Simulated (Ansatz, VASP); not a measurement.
# Al in two plane-wave programs, part 2 of 2

Aim: how closely do two programs agree when they are given the same cell, functional and k mesh? Of the first pair: The structure shown is frame 14 of Ansatz's trajectory.

VASP 6.6.1 and Ansatz 0.2.0.

So far. Step 3 (VASP: single point, PBE, pair 1): The run ends at a pressure of 0.28 GPa, with forces up to 2.1 eV/Å.

## (6) VASP: single point, PBE, pair 2

Level of this step: PBE; plane waves and PAW (Al) (VASP).

The same cell, functional, mesh and smearing now go to VASP, with its own data sets.

Contents of INCAR:

```
SYSTEM = Al
PREC = Accurate
ENCUT = 400
EDIFF = 1E-06
NELM = 120
ISMEAR = -1
SIGMA = 0.1
LREAL = Auto
ALGO = Normal
GGA = PE
NBANDS = 208
LORBIT = 11
LWAVE = .FALSE.
LCHARG = .FALSE.
ISIF = 2
LASPH = .TRUE.
GGA_COMPAT = .FALSE.
NCORE = 2
```

Contents of POSCAR:

```
Al
1.0
   12.2248200000      0.0000000000      0.0000000000
    0.0000000000     12.2248200000      0.0000000000
    0.0000000000      0.0000000000     12.2248200000
Al
94
Direct
    0.7144154270      0.5890884283      0.6573184718
    0.9763497540      0.8709576092      0.5469201183
    0.5009562513      0.7676513846      0.7226118667
    0.3632609723      0.8240530331      0.5217172932
    0.3334118621      0.7690583583      0.8379918886
    0.2289113459      0.1391022526      0.7269963893
    0.4878599440      0.3881365942      0.5836650356
    0.4306975481      0.3262706527      0.8140651560
    0.6832656841      0.4165950910      0.7693855615
    0.2077494802      0.2748097723      0.9563739998
    0.9925888479      0.2268499659      0.0569578939
    0.7719868268      0.7875780584      0.6335389805
    0.3434897201      0.6202381712      0.4376506157
    0.6173260629      0.3207736392      0.9897487243
    0.8562825465      0.6182258716      0.8297136481
    0.7780809861      0.6331545168      0.4488491446
    0.2042565862      0.3848809226      0.7382685389
    0.5343146157      0.0925821403      0.9461489004
    0.5002036840      0.0075158571      0.1622191574
    0.9322591253      0.0184542594      0.1220304266
    0.6164671545      0.5531206185      0.9090195193
    0.3907378595      0.5676648000      0.6883127932
    0.0097261146      0.4880153655      0.9316783396
    0.1552906300      0.3060740363      0.1856060048
    0.7592995234      0.2032913368      0.8082327593
    0.4632951651      0.4015682849      0.1326972503
    0.3104912792      0.4834672412      0.8995142669
    0.9637360714      0.1831683411      0.2589485980
    0.8594645974      0.1064146548      0.6485739667
    0.8171654061      0.4253314159      0.2944665034
[... 58 atom lines left out ...]
    0.3716046535      0.5948063039      0.1904486119
    0.6478868401      0.8528305529      0.3566269278
    0.7547432191      0.2494106253      0.1509470078
    0.8115702317      0.6205490142      0.0228469622
    0.6378580625      0.2390382844      0.6120826319
    0.0519271449      0.0033456525      0.7132702158
```

Contents of KPOINTS:

```
Automatic mesh
0
Gamma
1 1 1
0 0 0
```

Potentials, in the order of the species: Al (PBE family, release 64).

Run with:

```
$ mpirun -np 8 vasp_gam
```

Numbers of over 12 decimals in the logs are rounded to 6 here.

The program printed:

```text
[... set-up lines as in an earlier step ...]
 entering main loop
       N       E                     dE             d eps       ncg     rms          rms(c)
DAV:   1     0.796627246549E+03    0.79663E+03   -0.93958E+04   416   0.932E+02
DAV:   2    -0.220813339409E+03   -0.10174E+04   -0.91619E+03   576   0.153E+02
DAV:   3    -0.326098921916E+03   -0.10529E+03   -0.10010E+03   512   0.431E+01
DAV:   4    -0.328853426500E+03   -0.27545E+01   -0.27279E+01   496   0.792E+00
[...]
DAV:  14    -0.321948317669E+03    0.21926E-04   -0.17107E-04   472   0.257E-02    0.296E-02
DAV:  15    -0.321948316416E+03    0.12535E-05   -0.36738E-05   488   0.110E-02    0.150E-02
DAV:  16    -0.321948315965E+03    0.45046E-06   -0.76864E-06   472   0.499E-03
   1 F= -.32194832E+03 E0= -.32115067E+03  d E =-.159528E+01
```

OUTCAR, selected parts (step 6):

```text
  Total      -10.8974702      2.6224677      6.6868546     -3.2732948      5.9705487      0.1564237
  in kB       -9.5567198      2.2998171      5.8641496     -2.8705709      5.2359731      0.1371784
  external PRESSURE =      -0.4642510 kB  Pullay stress =       0.0000000 kB

 POSITION                                       TOTAL-FORCE (eV/Angst)
 -----------------------------------------------------------------------------------
      8.73360      7.20150      8.03560        -0.579156     -0.119950     -0.048929
     11.93570     10.64730      6.68600        -0.292749     -0.278858      0.156167
      6.12410      9.38440      8.83380         0.766418     -0.138300     -0.108722
      4.44080     10.07390      6.37790         0.005226     -0.054355     -0.041589
      4.07590      9.40160     10.24430        -0.855676     -1.340044      0.608924
      2.79840      1.70050      8.88740        -0.465136      0.908856     -0.460156
      5.96400      4.74490      7.13520        -0.279373      0.435287      0.062608
      5.26520      3.98860      9.95180         0.414414      0.159201      0.106127
      8.35280      5.09280      9.40560        -0.108857     -1.109823     -0.315285
      2.53970      3.35950     11.69150        -1.010642      0.310609     -0.486921
     12.13422      2.77320      0.69630         0.075065      0.283638     -0.458797
      9.43740      9.62800      7.74490         0.452762      0.613253     -0.276725
      4.19910      7.58230      5.35020        -0.528985      0.910953      0.369385
[...]
-----------------------------------------------------------------------------------
    total drift:                               -0.004693      0.002963     -0.003528

  FREE ENERGIE OF THE ION-ELECTRON SYSTEM (eV)
  ---------------------------------------------------
  free  energy   TOTEN  =      -321.9483159651 eV

  energy  without entropy=     -320.3530335302  energy(sigma->0) =     -321.15067475

[... 2 parts as in an earlier step ...]

[... 1 further part left out ...]
[key lines of the parts left out:]
E-fermi :   6.0894
```

The run ends at a pressure of -0.05 GPa, with forces up to 2.3 eV/Å.

## (7) Comparison

Forces on 10 of the 94 atoms, those with the largest forces and the largest differences (eV/Å; atoms numbered as in POSCAR):

| atom | Ansatz x, y, z | VASP x, y, z |
| --- | --- | --- |
| Al5 | -0.855, -1.341, 0.607 | -0.856, -1.340, 0.609 |
| Al14 | -0.934, -1.317, -1.348 | -0.934, -1.318, -1.348 |
| Al27 | 0.097, 0.235, 0.738 | 0.097, 0.232, 0.736 |
| Al44 | 1.535, -0.062, 0.391 | 1.535, -0.061, 0.390 |
| Al46 | -1.382, 0.327, 1.745 | -1.382, 0.327, 1.747 |
| Al60 | -1.679, 0.671, -0.626 | -1.681, 0.671, -0.627 |
| Al70 | 1.550, 0.500, 0.097 | 1.551, 0.500, 0.097 |
| Al71 | 0.631, 0.053, -1.573 | 0.630, 0.054, -1.572 |
| Al73 | 0.194, 0.134, -1.036 | 0.194, 0.132, -1.034 |
| Al93 | 0.441, -0.277, 0.107 | 0.442, -0.274, 0.107 |

The forces differ by 0.9 meV/Å r.m.s., which is 0.2 % of the r.m.s. force of 0.541 eV/Å (both taken over all components).

## (8) Ansatz: dynamics, PBE

One frame of this run of dynamics is then solved in both programs, so the motion causes no difference.

The structure compared here is frame 42 of Ansatz's trajectory.

Contents of input.yaml:

```yaml
crystal:
  lattice:
    - [12.22482, 0.0, 0.0]
    - [0.0, 12.22482, 0.0]
    - [0.0, 0.0, 12.22482]
  atoms:
    - { symbol: Al, position: [0.69761, 0.59126, 0.65696] }
    - { symbol: Al, position: [0.96452, 0.88337, 0.55777] }
    - { symbol: Al, position: [0.48314, 0.76529, 0.73816] }
    - { symbol: Al, position: [0.36415, 0.82463, 0.52312] }
    - { symbol: Al, position: [0.31911, 0.74129, 0.87691] }
    - { symbol: Al, position: [0.21374, 0.14881, 0.70013] }
    - { symbol: Al, position: [0.45699, 0.38583, 0.6126] }
    - { symbol: Al, position: [0.4153, 0.34677, 0.80025] }
    - { symbol: Al, position: [0.70392, 0.40308, 0.76981] }
    - { symbol: Al, position: [0.19157, 0.26178, 0.94324] }
    - { symbol: Al, position: [0.0144, 0.22677, 0.01807] }
    - { symbol: Al, position: [0.78405, 0.80767, 0.62077] }
    - { symbol: Al, position: [0.34208, 0.62324, 0.46506] }
    - { symbol: Al, position: [0.62998, 0.2961, 0.9498] }
    - { symbol: Al, position: [0.84263, 0.62043, 0.80977] }
    - { symbol: Al, position: [0.8129, 0.61932, 0.45669] }
    - { symbol: Al, position: [0.19976, 0.33717, 0.74855] }
    - { symbol: Al, position: [0.54465, 0.12127, 0.95744] }
    - { symbol: Al, position: [0.4782, 0.97668, 0.14911] }
    - { symbol: Al, position: [0.94907, 0.02494, 0.11805] }
    - { symbol: Al, position: [0.60411, 0.54175, 0.91833] }
    - { symbol: Al, position: [0.36411, 0.58191, 0.66563] }
    - { symbol: Al, position: [0.01064, 0.51131, 0.92197] }
    - { symbol: Al, position: [0.15231, 0.29065, 0.19476] }
    - { symbol: Al, position: [0.77227, 0.23055, 0.81689] }
    - { symbol: Al, position: [0.44612, 0.4055, 0.1446] }
    - { symbol: Al, position: [0.29638, 0.49721, 0.89735] }
    - { symbol: Al, position: [0.93366, 0.20652, 0.25375] }
    - { symbol: Al, position: [0.86644, 0.07804, 0.6128] }
    - { symbol: Al, position: [0.80878, 0.39364, 0.30389] }
[... 58 atom lines left out ...]
    - { symbol: Al, position: [0.37102, 0.59933, 0.20278] }
    - { symbol: Al, position: [0.62437, 0.82656, 0.38374] }
    - { symbol: Al, position: [0.76837, 0.24875, 0.18308] }
    - { symbol: Al, position: [0.8593, 0.61169, 0.04412] }
    - { symbol: Al, position: [0.6578, 0.19806, 0.61683] }
    - { symbol: Al, position: [0.05954, 0.00951, 0.71246] }
kpoints:
  mp_grid: { grid: [1, 1, 1] }
hamiltonian:
  xc: pbe
scf:
  occupations: { method: fermi_dirac, width: 0.1 }
output:
  forces: true
md:
  timestep: 2.0
  n_steps: 42
  ensemble: nvt_langevin
  temperature: 300
  initial_velocities: maxwell_boltzmann
  seed: 4084
```

Run with:

```
$ ansatz run input.yaml --threads 8 --pin off --max-ram 15872MiB --backend cpu --events-out ev --progress --plain --runs-dir out
```

The program printed:

```text
[...]
Crystal: 94 atoms, lattice volume = 1826.953 Å³
Basis set: ecut = 420 eV, 35729 PW (Γ), exchange–correlation on 180×180×180 points (8 copies of the dense FFT grid, shifted against one another)
Bands: 235, of which v1, the nominal top of the filled ones, is band 141 counted from 1 (140 counted from 0)
Symmetry: 1 space group operations
k-points: 1
[...]
atom   6  Al    -1.04411572     0.31422432    -0.21670769
  atom   7  Al    -0.12745981     0.83553348     0.55223215
  atom   8  Al    -0.16806566     0.77310119    -0.04573679
[...]
atom  91  Al    -0.57920779    -0.11145536     0.02782012
  atom  92  Al     0.55817621     0.18581692     0.56061241
  atom  93  Al     0.59230332    -0.68350858     0.16638473
  atom  94  Al     0.51013838    -0.37364308    -0.33741599
  max |Σ_I F_I| component: 2.13e-5 eV/Å
--- MD trajectory: 42 steps, t = 0.0 → 84.0 fs ---
[...]
[key lines of the parts left out:]
SCF converged after 6 iterations
Free energy (F): -50497.166180 eV
Fermi energy:    6.030282 eV
```

## (9) VASP: single point, PBE, pair 3

The same cell, functional, mesh and smearing now go to VASP, with its own data sets.

INCAR is that of step 6.

Contents of POSCAR:

```
Al
1.0
   12.2248200000      0.0000000000      0.0000000000
    0.0000000000     12.2248200000      0.0000000000
    0.0000000000      0.0000000000     12.2248200000
Al
94
Direct
    0.7030369363      0.5939719358      0.6445902680
    0.9680060729      0.8598081608      0.5455458649
    0.5197540741      0.7622934325      0.7193398349
    0.3640462600      0.8207237407      0.5211365075
    0.3287737570      0.7618844286      0.8322740130
    0.2298684152      0.1625136403      0.7388247843
    0.4961136442      0.4023453924      0.5714439967
    0.4563011971      0.3220251914      0.8151531065
    0.6756009495      0.4018464076      0.7653446022
    0.1947513338      0.2787934710      0.9541408381
    0.9906419890      0.2269317667      0.0666512881
    0.7746698929      0.7927396886      0.6310849567
    0.3334773027      0.6303323894      0.4364890444
    0.5948635645      0.3118900728      0.9872865204
    0.8605934484      0.6156736868      0.8357750871
    0.7764122498      0.6417926808      0.4531191461
    0.1956838628      0.3913840858      0.7401417771
    0.5369322411      0.0830114472      0.9449055283
    0.5017251788      0.9947467529      0.1521821998
    0.9332161946      0.0056524350      0.1266685317
    0.6234529425      0.5588057738      0.9031953027
    0.3942552937      0.5585521914      0.6908158975
    0.0159838754      0.4747063760      0.9460261992
    0.1678961326      0.3028020044      0.1921582485
    0.7510703634      0.1960519664      0.8162983177
    0.4654301658      0.4114007405      0.1338997220
    0.3182050942      0.4901258260      0.9087659368
    0.9605213001      0.1838309276      0.2696563221
    0.8492394980      0.1106273957      0.6482631237
    0.8232104849      0.4312456134      0.2928877480
[... 58 atom lines left out ...]
    0.3832612668      0.5924995215      0.1868002964
    0.6609258868      0.8460656271      0.3413301791
    0.7870218130      0.2462531146      0.1500880995
    0.7918889603      0.6060620933      0.0263562163
    0.6358375829      0.2488871002      0.6155100852
    0.0402378113      0.0021513609      0.7242642427
```

KPOINTS is that of step 6.

Run with:

```
$ mpirun -np 8 vasp_gam
```

The program printed:

```text
[... set-up lines as in an earlier step ...]
 entering main loop
       N       E                     dE             d eps       ncg     rms          rms(c)
DAV:   1     0.792387457512E+03    0.79239E+03   -0.93890E+04   416   0.932E+02
DAV:   2    -0.218431220880E+03   -0.10108E+04   -0.91525E+03   568   0.153E+02
DAV:   3    -0.327382612061E+03   -0.10895E+03   -0.10351E+03   496   0.433E+01
DAV:   4    -0.330380343964E+03   -0.29977E+01   -0.29583E+01   488   0.805E+00
[...]
DAV:  14    -0.324080521610E+03    0.21121E-04   -0.15013E-04   480   0.251E-02    0.265E-02
DAV:  15    -0.324080518819E+03    0.27915E-05   -0.30886E-05   472   0.105E-02    0.148E-02
DAV:  16    -0.324080518881E+03   -0.62324E-07   -0.69441E-06   480   0.440E-03
   1 F= -.32408052E+03 E0= -.32330716E+03  d E =-.154672E+01
```

From OUTCAR (step 9):

```text
  Total      -20.1154993     -5.9029128     -0.8647463     -1.9408628      9.3453093     -0.1237753
  in kB      -17.6406255     -5.1766586     -0.7583538     -1.7020723      8.1955262     -0.1085468
  external PRESSURE =      -7.8585460 kB  Pullay stress =       0.0000000 kB

 POSITION                                       TOTAL-FORCE (eV/Angst)
 -----------------------------------------------------------------------------------
      8.59450      7.26120      7.88000        -0.646448     -0.105373      0.910726
     11.83370     10.51100      6.66920         0.259078      0.159831     -0.040804
      6.35390      9.31890      8.79380         0.110781     -0.320609      0.070747
      4.45040     10.03320      6.37080        -0.260556      0.748691      0.086090
      4.01920      9.31390     10.17440        -0.249821     -0.530752     -0.019344
      2.81010      1.98670      9.03200        -1.045032      0.315180     -0.215308
      6.06490      4.91860      6.98580        -0.129037      0.835673      0.551837
      5.57820      3.93670      9.96510        -0.167527      0.772723     -0.045569
      8.25910      4.91250      9.35620        -0.011619      0.188784     -0.146525
      2.38080      3.40820     11.66420        -0.348346      0.161124     -0.156870
[...]
7.38570     11.79890      9.23240        -0.119270      0.277601      0.132252
      9.20340      7.95700      2.85070         0.055579      0.127166      0.522371
      6.50290      3.20380      5.15690        -0.038423     -0.607974     -0.129819
[...]
-----------------------------------------------------------------------------------
    total drift:                                0.002970      0.000110     -0.002404

  FREE ENERGIE OF THE ION-ELECTRON SYSTEM (eV)
  ---------------------------------------------------
  free  energy   TOTEN  =      -324.0805188814 eV

  energy  without entropy=     -322.5337964685  energy(sigma->0) =     -323.30715767

[... 2 parts as in an earlier step ...]

[... 1 further part left out ...]
[key lines of the parts left out:]
E-fermi :   6.0812
```

The run ends at a pressure of -0.79 GPa, with forces up to 1.8 eV/Å.

## (10) Differences

Forces on 10 of the 94 atoms, those with the largest forces and the largest differences (eV/Å; atoms numbered as in POSCAR):

| atom | Ansatz x, y, z | VASP x, y, z |
| --- | --- | --- |
| Al27 | 0.108, -0.070, 0.083 | 0.108, -0.073, 0.082 |
| Al36 | -0.047, -0.840, -1.191 | -0.047, -0.840, -1.192 |
| Al38 | -0.277, 0.579, -0.443 | -0.276, 0.581, -0.445 |
| Al43 | 0.612, -0.713, 1.066 | 0.611, -0.713, 1.067 |
| Al52 | 1.061, -0.216, 1.010 | 1.063, -0.216, 1.012 |
| Al68 | -0.772, -0.333, -1.006 | -0.771, -0.331, -1.004 |
| Al73 | 0.819, -0.227, -0.727 | 0.818, -0.230, -0.727 |
| Al76 | -0.141, 1.345, 0.160 | -0.140, 1.345, 0.160 |
| Al77 | -0.032, 1.116, 0.639 | -0.032, 1.116, 0.641 |
| Al89 | -1.470, 0.848, -0.472 | -1.471, 0.849, -0.472 |

The forces differ by 1.0 meV/Å r.m.s., which is 0.2 % of the r.m.s. force of 0.435 eV/Å (both taken over all components).

## (11) Results

```
r.m.s. force difference (single point, PBE, pair 1) : 0.21 % of the r.m.s. force
r.m.s. force difference (single point, PBE, pair 2) : 0.18 % of the r.m.s. force
r.m.s. force difference (single point, PBE, pair 3) : 0.22 % of the r.m.s. force
```

What this shows: The r.m.s. force difference is 0.22 % of the r.m.s. force (single point, PBE, pair 3), within the 3 % picked in this series as the mark of a large difference. How closely two codes agree says nothing of how well the functional describes the real material.

[Lines on the potential files, build, host, timing and source positions are cut from VASP's logs without a mark.]

[Logs are printed without paths, hosts, clocks, repeated set-up lines and the standing remarks that a program may print on its own settings, such as how far it seeks lower states.]

[Hosts, paths, dates, database ids (printed as entryN), source tags and the programs' standing remarks are cut or masked in the printed files.]
